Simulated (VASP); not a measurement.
Computed with r2SCAN meta-GGA, VASP's PBE PAW potentials (set 64) (plane waves; VASP 6.6.1).

A VASP calculation is set up with these files.

### POSCAR
```
Tl(001) slab
1
    3.5426836772     0.0000000000     0.0000000000
   -1.7713418386     3.0680541674     0.0000000000
    0.0000000000     0.0000000000    26.2151530629
Tl
4
Direct
  0.6666670000   0.3333330000   0.4470050000
  0.3333330000   0.6666670000   0.3410140000
  0.6666670000   0.3333330000   0.6589860000
  0.3333330000   0.6666670000   0.5529950000
```

INCAR:
```
# general
SYSTEM  = Tl(001) slab
PREC    = Normal
ENCUT   = 400
LREAL   = .FALSE.   # projection in real space or not
LASPH   = .TRUE.   # aspherical one-centre terms

# electronic loop
EDIFF   = 1E-5
NELM    = 100
NELMIN  = 4
ALGO    = Normal
LMAXMIX = 4
LMIXTAU = .TRUE.

# smearing
ISMEAR  = 1   # Methfessel-Paxton
SIGMA   = 0.1

# functional
METAGGA = R2SCAN

# ions
IBRION  = 2
NSW     = 50   # most ionic steps
ISIF    = 2
EDIFFG  = -0.03

# output
LWAVE   = .TRUE.
LCHARG  = .FALSE.

# other
LDIPOL  = .TRUE.
IDIPOL  = 3
DIPOL   = 0.5 0.5 0.5
```

File KPOINTS:
```
Automatic mesh
0
Gamma
9 9 1
0 0 0
```

POTCAR, in this order: Tl_d (PBE.64 set). Program: vasp_std.

What will the output report for the number of irreducible k-points (NKPTS), largest plane-wave count, number of space-group operations, FFT grid (NGX, NGY, NGZ)?

```yaml
number of irreducible k-points (NKPTS): 12
largest_plane_wave_count: 5204
number_of_space_group_operations: 12
FFT grid (NGX, NGY, NGZ): 18 × 18 × 128
```

The cell is a thin slab with vacuum, built from Tl (hcp): (001) face.
